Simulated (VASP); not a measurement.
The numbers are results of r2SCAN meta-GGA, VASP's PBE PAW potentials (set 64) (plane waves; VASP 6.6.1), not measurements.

VASP input:

### INCAR
```
ALGO  =  Normal
EDIFF  =  1E-6
EDIFFG  =  -0.01
ENCUT  =  400
IBRION  =  2
ISIF  =  3
ISMEAR  =  1
LASPH  =  .True.
LCHARG  =  .False.
LMAXMIX  =  4
LMIXTAU  =  .True.
LREAL  =  .False.
LWAVE  =  .False.
METAGGA  =  R2SCAN
NELM  =  100
NSW  =  60
PREC  =  Accurate
SIGMA  =  0.1
SYSTEM  =  TiSb
```

File KPOINTS:
```
kpoints
0
G
 8 8 8
0 0 0
```

**POSCAR**
```
TiSb
1.0
  0.0000000000   3.4525550000   3.4525550000
  3.4525550000   0.0000000000   3.4525550000
  3.4525550000   3.4525550000   0.0000000000
Ti Sb
1 1
direct
  0.0000000000   0.0000000000   0.0000000000
  0.2500000000   0.2500000000   0.2500000000
```

POTCAR, in this order: Ti_sv Sb (PBE.64 set). Program: vasp_std.

The run wrote:

File OUTCAR:
```
 ion  position               nearest neighbor table
   1  0.000  0.000  0.000-   2 2.99   2 2.99   2 2.99   2 2.99
   2  0.250  0.250  0.250-   1 2.99   1 2.99   1 2.99   1 2.99
  LATTYP: Found a face centered cubic cell.
 ALAT       =     6.9051100000
 Subroutine PRICEL returns:
 Original cell was already a primitive cell.
 Subroutine GETGRP returns: Found 24 space group operations
The static configuration has the point symmetry T_d .
The dynamic configuration has the point symmetry T_d .
 Subroutine INISYM returns: Found 24 space group operations
 Subroutine IBZKPT returns following result:
 Found     29 irreducible k-points:

 Following reciprocal coordinates:
            Coordinates               Weight
  0.000000  0.000000  0.000000      1.000000
  0.125000  0.000000  0.000000      8.000000
  0.250000  0.000000  0.000000      8.000000
  0.375000  0.000000  0.000000      8.000000
  0.500000  0.000000  0.000000      4.000000
  0.125000  0.125000  0.000000      6.000000
  0.250000  0.125000  0.000000     24.000000
  0.375000  0.125000  0.000000     24.000000
  0.500000  0.125000  0.000000     24.000000
 -0.375000  0.125000  0.000000     24.000000
 -0.250000  0.125000  0.000000     24.000000
 -0.125000  0.125000  0.000000     12.000000
  0.250000  0.250000  0.000000      6.000000
  0.375000  0.250000  0.000000     24.000000
  0.500000  0.250000  0.000000     24.000000
 -0.375000  0.250000  0.000000     24.000000
 -0.250000  0.250000  0.000000     12.000000
  0.375000  0.375000  0.000000      6.000000
  0.500000  0.375000  0.000000     24.000000
 -0.375000  0.375000  0.000000     12.000000
  0.500000  0.500000  0.000000      3.000000
  0.375000  0.250000  0.125000     24.000000
  0.500000  0.250000  0.125000     48.000000
 -0.375000  0.250000  0.125000     24.000000
  0.500000  0.375000  0.125000     24.000000
 -0.375000  0.375000  0.125000     48.000000
 -0.250000  0.375000  0.125000     24.000000
 -0.375000  0.500000  0.125000     12.000000
 -0.250000  0.500000  0.250000      6.000000
   k-points           NKPTS =     29   k-points in BZ     NKDIM =     29   number of bands    NBANDS=     12
   number of dos      NEDOS =    301   number of ions     NIONS =      2
   total plane-waves  NPLWV =  32768
   dimension x,y,z NGX =    32 NGY =   32 NGZ =   32
   dimension x,y,z NGXF=    64 NGYF=   64 NGZF=   64
   ions per type =               1   1
   PREC   = accura    normal or accurate (medium, high low for compatibility)
   ISTART =      0    job   : 0-new  1-cont  2-samecut
   ICHARG =      2    charge: 1-file 2-atom 10-const
   ISPIN  =      1    spin polarized calculation?
   LNONCOLLINEAR =      F non collinear calculations
   LSORBIT =      F    spin-orbit coupling
   INIWAV =      1    electr: 0-lowe 1-rand  2-diag
   ENCUT  =  400.0 eV  29.40 Ry    5.42 a.u.   7.96  7.96  7.96*2*pi/ulx,y,z
   NELM   =    100;   NELMIN=  2; NELMDL= -5     # of ELM steps
   EDIFF  = 0.1E-05   stopping-criterion for ELM
   LREAL  =      F    real-space projection
   NLSPLINE    = F    spline interpolate recip. space projectors
   LMAXMIX     =    4 max onsite mixed and CHGCAR
   VOSKOWN=      0    Vosko Wilk Nusair interpolation
   EDIFFG = -.1E-01   stopping-criterion for IOM
   NSW    =     60    number of steps for IOM
   NBLOCK =      1;   KBLOCK =     60    inner block; outer block
   IBRION =      2    ionic relax: 0-MD 1-quasi-New 2-CG
   NFREE  =      1    steps in history (QN), initial steepest desc. (CG)
   ISIF   =      3    stress and relaxation
   ISYM   =      2    0-nonsym 1-usesym 2-fastsym
   TEIN   =    0.0    initial temperature
   TEBEG  =    0.0;   TEEND  =   0.0 temperature during run
   SMASS  =  -3.00    Nose mass-parameter (am)
...
```

File OSZICAR:
```
...
DAV:   4    -0.383601213681E+02    0.13252E-01   -0.68565E-01  1052   0.598E+00    0.940E-01
DAV:   5    -0.383609577423E+02   -0.83637E-03   -0.31371E-01  1048   0.516E+00    0.575E-01
DAV:   6    -0.383808264312E+02   -0.19869E-01   -0.14609E-02   740   0.104E+00    0.437E-01
DAV:   7    -0.383866797217E+02   -0.58533E-02   -0.13483E-02   916   0.107E+00    0.138E-01
DAV:   8    -0.383864554094E+02    0.22431E-03   -0.42087E-03   968   0.628E-01    0.943E-02
DAV:   9    -0.383867155442E+02   -0.26013E-03   -0.13678E-03   776   0.506E-01    0.293E-02
DAV:  10    -0.383866819693E+02    0.33575E-04   -0.23678E-04   824   0.210E-01    0.240E-02
DAV:  11    -0.383867690880E+02   -0.87119E-04   -0.16579E-04   868   0.129E-01    0.153E-02
DAV:  12    -0.383867746577E+02   -0.55696E-05   -0.28835E-05  1088   0.599E-02    0.128E-02
DAV:  13    -0.383867741187E+02    0.53899E-06   -0.87189E-06   840   0.363E-02
   3 F= -.38386774E+02 E0= -.38387632E+02  d E =-.818708E+00
       N       E                     dE             d eps       ncg     rms          rms(c)
DAV:   1    -0.383964237570E+02   -0.96491E-02   -0.18829E-01   784   0.642E+00    0.840E-01
DAV:   2    -0.383899746058E+02    0.64492E-02   -0.10858E-01   992   0.381E+00    0.335E-01
DAV:   3    -0.383863981335E+02    0.35765E-02   -0.17566E-02   968   0.125E+00    0.100E-01
DAV:   4    -0.383863133086E+02    0.84825E-04   -0.15484E-03   764   0.336E-01    0.330E-02
DAV:   5    -0.383863310047E+02   -0.17696E-04   -0.36375E-04   848   0.199E-01    0.305E-02
DAV:   6    -0.383862919706E+02    0.39034E-04   -0.35322E-04   724   0.197E-01    0.959E-03
DAV:   7    -0.383864644124E+02   -0.17244E-03   -0.18563E-04   940   0.119E-01    0.132E-02
DAV:   8    -0.383864654679E+02   -0.10555E-05   -0.52597E-06   880   0.220E-02    0.115E-02
DAV:   9    -0.383864647671E+02    0.70082E-06   -0.17382E-06   604   0.151E-02
   4 F= -.38386465E+02 E0= -.38387351E+02  d E =-.818399E+00
       N       E                     dE             d eps       ncg     rms          rms(c)
DAV:   1    -0.383864909803E+02   -0.25512E-04   -0.12480E-04   740   0.171E-01    0.207E-02
DAV:   2    -0.383864860380E+02    0.49422E-05   -0.65124E-05   980   0.978E-02    0.809E-03
DAV:   3    -0.383864840502E+02    0.19879E-05   -0.10922E-05   964   0.329E-02    0.263E-03
DAV:   4    -0.383864838239E+02    0.22626E-06   -0.84368E-07   384   0.867E-03
   5 F= -.38386484E+02 E0= -.38387369E+02  d E =-.190568E-04
       N       E                     dE             d eps       ncg     rms          rms(c)
DAV:   1    -0.383865914509E+02   -0.10740E-03   -0.10697E-03   776   0.482E-01    0.623E-02
DAV:   2    -0.383865532942E+02    0.38157E-04   -0.59138E-04   984   0.283E-01    0.248E-02
DAV:   3    -0.383865343813E+02    0.18913E-04   -0.97382E-05   960   0.925E-02    0.750E-03
DAV:   4    -0.383865339672E+02    0.41407E-06   -0.91536E-06   756   0.263E-02
   6 F= -.38386534E+02 E0= -.38387417E+02  d E =-.692001E-04
       N       E                     dE             d eps       ncg     rms          rms(c)
DAV:   1    -0.383865357865E+02   -0.14053E-05   -0.15207E-06   692   0.124E-02    0.191E-03
DAV:   2    -0.383865363343E+02   -0.54778E-06   -0.65965E-07   368   0.834E-03
   7 F= -.38386536E+02 E0= -.38387419E+02  d E =-.236712E-05
       N       E                     dE             d eps       ncg     rms          rms(c)
DAV:   1    -0.383865386333E+02   -0.28467E-05   -0.10494E-06   364   0.157E-02    0.103E-03
DAV:   2    -0.383865387174E+02   -0.84143E-07   -0.28811E-07   356   0.791E-03
   8 F= -.38386539E+02 E0= -.38387422E+02  d E =-.475021E-05
       N       E                     dE             d eps       ncg     rms          rms(c)
DAV:   1    -0.383865423530E+02   -0.37198E-05   -0.44563E-06   712   0.332E-02    0.337E-03
DAV:   2    -0.383865422475E+02    0.10555E-06   -0.21571E-06   636   0.183E-02
   9 F= -.38386542E+02 E0= -.38387425E+02  d E =-.828030E-05
       N       E                     dE             d eps       ncg     rms          rms(c)
DAV:   1    -0.383865496433E+02   -0.72903E-05   -0.20693E-05   776   0.684E-02    0.802E-03
DAV:   2    -0.383865489138E+02    0.72953E-06   -0.95667E-06   948   0.366E-02
  10 F= -.38386549E+02 E0= -.38387432E+02  d E =-.149466E-04
       N       E                     dE             d eps       ncg     rms          rms(c)
DAV:   1    -0.383865655594E+02   -0.15916E-04   -0.89383E-05   860   0.138E-01    0.173E-02
DAV:   2    -0.383865624876E+02    0.30718E-05   -0.45791E-05   976   0.772E-02    0.698E-03
DAV:   3    -0.383865610481E+02    0.14395E-05   -0.72813E-06   912   0.252E-02    0.194E-03
DAV:   4    -0.383865611712E+02   -0.12312E-06   -0.86995E-07   372   0.797E-03
  11 F= -.38386561E+02 E0= -.38387443E+02  d E =-.272040E-04
       N       E                     dE             d eps       ncg     rms          rms(c)
DAV:   1    -0.383866009817E+02   -0.39934E-04   -0.29960E-04   768   0.256E-01    0.326E-02
DAV:   2    -0.383865903192E+02    0.10662E-04   -0.16475E-04   988   0.150E-01    0.131E-02
DAV:   3    -0.383865852382E+02    0.50809E-05   -0.26599E-05   952   0.485E-02    0.374E-03
DAV:   4    -0.383865852317E+02    0.65841E-08   -0.25926E-06   668   0.137E-02
  12 F= -.38386585E+02 E0= -.38387466E+02  d E =-.512645E-04
       N       E                     dE             d eps       ncg     rms          rms(c)
DAV:   1    -0.383866920525E+02   -0.10681E-03   -0.12142E-03   776   0.515E-01    0.658E-02
DAV:   2    -0.383866490446E+02    0.43008E-04   -0.66173E-04   984   0.300E-01    0.262E-02
DAV:   3    -0.383866282091E+02    0.20835E-04   -0.10716E-04   952   0.975E-02    0.767E-03
DAV:   4    -0.383866280695E+02    0.13965E-06   -0.10616E-05   764   0.279E-02    0.333E-03
DAV:   5    -0.383866295673E+02   -0.14979E-05   -0.18706E-06   724   0.140E-02    0.264E-03
DAV:   6    -0.383866293186E+02    0.24873E-06   -0.27016E-06   704   0.167E-02
  13 F= -.38386629E+02 E0= -.38387508E+02  d E =-.953514E-04
       N       E                     dE             d eps       ncg     rms          rms(c)
DAV:   1    -0.383869574623E+02   -0.32789E-03   -0.48836E-03   784   0.103E+00    0.133E-01
DAV:   2    -0.383867836908E+02    0.17377E-03   -0.26864E-03   992   0.605E-01    0.525E-02
DAV:   3    -0.383866976682E+02    0.86023E-04   -0.43996E-04   964   0.197E-01    0.164E-02
DAV:   4    -0.383866953076E+02    0.23607E-05   -0.41613E-05   752   0.566E-02    0.604E-03
DAV:   5    -0.383866986913E+02   -0.33837E-05   -0.77179E-06   860   0.286E-02    0.494E-03
DAV:   6    -0.383866970046E+02    0.16867E-05   -0.94922E-06   724   0.319E-02    0.128E-03
DAV:   7    -0.383867037204E+02   -0.67158E-05   -0.49817E-06   856   0.204E-02    0.200E-03
DAV:   8    -0.383867038379E+02   -0.11742E-06   -0.15965E-07   360   0.423E-03
  14 F= -.38386704E+02 E0= -.38387578E+02  d E =-.169871E-03
       N       E                     dE             d eps       ncg     rms          rms(c)
DAV:   1    -0.383878023648E+02   -0.10986E-02   -0.19687E-02   784   0.207E+00    0.268E-01
DAV:   2    -0.383871042469E+02    0.69812E-03   -0.10708E-02   992   0.121E+00    0.105E-01
DAV:   3    -0.383867630420E+02    0.34120E-03   -0.17576E-03   964   0.395E-01    0.333E-02
DAV:   4    -0.383867533719E+02    0.96701E-05   -0.16603E-04   752   0.114E-01    0.120E-02
DAV:   5    -0.383867626658E+02   -0.92939E-05   -0.30018E-05   856   0.563E-02    0.979E-03
DAV:   6    -0.383867548871E+02    0.77787E-05   -0.36983E-05   716   0.629E-02    0.258E-03
DAV:   7    -0.383867785699E+02   -0.23683E-04   -0.19490E-05   872   0.403E-02    0.399E-03
DAV:   8    -0.383867788928E+02   -0.32294E-06   -0.70758E-07   500   0.830E-03
  15 F= -.38386779E+02 E0= -.38387644E+02  d E =-.244926E-03
```

### OUTCAR
```
------------------------ aborting loop because EDIFF is reached ----------------------------------------
  FORCE on cell =-STRESS in cart. coord.  units (eV):
  Direction    XX          YY          ZZ          XY          YZ          ZX
  --------------------------------------------------------------------------------------
  Total       -0.0179055     -0.0179055     -0.0179055      0.0000000     -0.0000000      0.0000000
  in kB       -0.4709992     -0.4709992     -0.4709992      0.0000000     -0.0000000      0.0000000
  external PRESSURE =      -0.4709992 kB  Pullay stress =       0.0000000 kB
  volume of cell :       60.91
      direct lattice vectors                 reciprocal lattice vectors
     0.000000000  3.122836903  3.122836903    -0.160110827  0.160110827  0.160110827
     3.122836903 -0.000000000  3.122836903     0.160110827 -0.160110827  0.160110827
     3.122836903  3.122836903 -0.000000000     0.160110827  0.160110827 -0.160110827
 POSITION                                       TOTAL-FORCE (eV/Angst)
 -----------------------------------------------------------------------------------
      0.00000      0.00000      0.00000         0.000000      0.000000      0.000000
      1.56142      1.56142      1.56142        -0.000000     -0.000000     -0.000000
 -----------------------------------------------------------------------------------
    total drift:                               -0.000000     -0.000000     -0.000000
  FREE ENERGIE OF THE ION-ELECTRON SYSTEM (eV)
  ---------------------------------------------------
  free  energy   TOTEN  =       -38.3867788928 eV

  energy  without entropy=      -38.3893741102  energy(sigma->0) =      -38.38764397

 reached required accuracy - stopping structural energy minimisation
```
(Selected blocks of OUTCAR.)

File CONTCAR:
```
TiSb
   1.00000000000000
     0.0000000000000000    3.1228369034734387    3.1228369034734387
     3.1228369034734387   -0.0000000000000000    3.1228369034734387
     3.1228369034734387    3.1228369034734387   -0.0000000000000000
  Ti              Sb
     1     1
Direct
     0.0000000000000000    0.0000000000000000    0.0000000000000000
     0.2500000000000000    0.2500000000000000    0.2500000000000000
```

**OUTCAR**
```
 val. band max:        5.0606504785   @ k =  -0.3750   0.2500   0.1250

 cond. band min:       5.1650386371   @ k =   0.3750   0.2500   0.1250


 Fermi energy:         5.0945022997

 k-point     1 :       0.0000    0.0000    0.0000
  band No.  band energies     occupation
      1     -55.0907      2.00000
      2     -30.3078      2.00000
      3     -30.3078      2.00000
      4     -30.3078      2.00000
      5      -5.4069      2.00000
      6       2.8296      2.00000
      7       2.8296      2.00000
      8       2.8296      2.00000
      9       5.5310     -0.00000
     10       5.5310     -0.00000
     11       8.7485      0.00000
     12       9.2040      0.00000

 k-point     2 :       0.1250    0.0000    0.0000
  band No.  band energies     occupation
      1     -55.0906      2.00000
      2     -30.3098      2.00000
      3     -30.3081      2.00000
      4     -30.3081      2.00000
      5      -5.2878      2.00000
      6       2.5618      2.00000
      7       2.8697      2.00000
      8       2.8697      2.00000
      9       5.4959     -0.00000
     10       5.4959     -0.00000
     11       7.9890      0.00000
     12       8.9129      0.00000

 k-point     3 :       0.2500    0.0000    0.0000
  band No.  band energies     occupation
      1     -55.0903      2.00000
      2     -30.3144      2.00000
      3     -30.3089      2.00000
      4     -30.3088      2.00000
      5      -4.9728      2.00000
      6       1.9457      2.00000
      7       2.9587      2.00000
      8       2.9587      2.00000
      9       5.4619     -0.00000
     10       5.4619     -0.00000
     11       6.7285     -0.00000
     12       8.3337      0.00000

 k-point     4 :       0.3750    0.0000    0.0000
  band No.  band energies     occupation
      1     -55.0900      2.00000
      2     -30.3190      2.00000
      3     -30.3097      2.00000
      4     -30.3096      2.00000
      5      -4.6051      2.00000
      6       1.3258      2.00000
...
```

Energy and stress use the plane-wave basis of the starting cell. Unless said otherwise, spin-orbit coupling is left out, though it shifts the bands of the heavy elements here.

The structure was generated: TiSb was put into the zinc blende type (F-43m), which need not be its known phase. This run relaxes it. Symmetry was kept, so distortions that lower it aren't found. The electron count is odd and the run is not spin-polarised, which forces a metal.
